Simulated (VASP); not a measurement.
Here is the system:

```xyz
12
Lattice="8.2917 0.0000 0.0000 0.0000 4.0099 0.0000 0.0000 0.0000 9.9666" Properties=species:S:1:pos:R:3 pbc="T T T"
Sb     5.2002     3.0075     3.7361
Sb     3.0915     1.0025     6.2305
Sb     7.2374     1.0025     8.7194
Sb     1.0543     3.0075     1.2472
S      6.9697     3.0075     0.4787
S      1.3220     1.0025     9.4879
S      5.4678     1.0025     5.4621
S      2.8239     3.0075     4.5046
I      0.1105     3.0075     6.6748
I      8.1812     1.0025     3.2919
I      4.0353     1.0025     1.6915
I      4.2564     3.0075     8.2752
```

The numbers are results of LDA (Ceperley-Alder, Perdew-Zunger), VASP's LDA PAW potentials (set 64) (plane waves; VASP), not measurements. Run with 400 eV cut-off, 3×6×3 Γ-centred mesh, tetrahedra with Blöchl corrections, potentials Sb S I.

Problem. Estimate the energy per atom (σ→0).

Solution. 
The energy per atom (σ→0) comes out as -4.176 eV/atom.

Total energies compare only between runs with the same potentials, cut-off and functional.

The structure comes from a computed database's SbSI entry (Pnma), a phase known from measurement. It was relaxed first, which changed the volume by -13 %.
